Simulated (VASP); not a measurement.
Consider the following.

```
Be
1.0
    1.13395    -1.96406     0.00000
    1.13395     1.96406     0.00000
    0.00000     0.00000     3.55443
Be
2
Direct
  0.33333   0.66667   0.25000
  0.66667   0.33333   0.75000
```

Level of theory: PW91 GGA, VASP's PBE PAW potentials (set 64) (plane waves; VASP). Numerical set-up: 520 eV cut-off, Gaussian smearing of 0.050 eV, potentials Be.

Question: Predict the band gap (along the path) with the smallest direct gap where there is one.

Answer: 
```json
{
  "band gap (along the path)": "none (metal, semimetal or under 0.01 eV)"
}
```

The absolute energy has meaning only against runs of the same code, potentials and settings.

The compound is Be in the hcp structure. It was relaxed first.
